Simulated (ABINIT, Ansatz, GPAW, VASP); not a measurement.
**Ta3N: 4 runs at one level of theory**

```
Ta N
1.0
     3.03222    0.00000    0.00000
    -1.51611    2.62598    0.00000
     0.00000    0.00000    7.52414
Ta N
3 1
Direct
  0.66667 0.33333 0.82607
  0.33333 0.66667 0.17393
  0.00000 0.00000 0.50000
  0.00000 0.00000 0.00000
```

The cell comes from a database or a generator and needn't be the stable form of this composition.

Alike in all runs: task single point; functional PBE; k mesh 10 × 10 × 4; occupations fermi-dirac, width 0.05 eV; no spin polarisation; no spin-orbit coupling. Pressure is positive in compression and, in plane waves, holds the error of the finite cutoff, which Ansatz's Pulay term estimates and takes out.

```csv
program and potentials,plane-wave cutoff (eV),notes,pressure (GPa),largest force (eV/Å)
"Ansatz, Ansatz PAW",420,11 valence electrons an atom on average; Pulay term of +0.21 GPa included,-0.73,0.133
"VASP, PBE PAW files N, Ta_pv, 520 eV",520,9.5 valence electrons an atom on average,-0.44,0.084
"GPAW, GPAW PAW data sets (gpaw-data 1.2.1)",800,11 valence electrons an atom on average,-0.59,0.090
"ABINIT, JTH PAW PBE v2.0",707,11 valence electrons an atom on average,-0.84,0.127
```

Force on atom 1 (Ta), eV/Å:

| program and potentials | x | y | z |
| --- | --- | --- | --- |
| Ansatz, Ansatz PAW | 0.000 | 0.000 | 0.133 |
| VASP, PBE PAW files N, Ta_pv, 520 eV | 0.000 | 0.000 | 0.084 |
| GPAW, GPAW PAW data sets (gpaw-data 1.2.1) | 0.000 | 0.000 | 0.090 |
| ABINIT, JTH PAW PBE v2.0 | 0.000 | 0.000 | 0.127 |

The pressure spans -0.84 (ABINIT, JTH PAW PBE v2.0) to -0.44 GPa (VASP, PBE PAW files N, Ta_pv, 520 eV).

The functional is the same throughout but for its coding, so the spread measures potentials, basis and numerics; runs on potential files found faulty are left out.
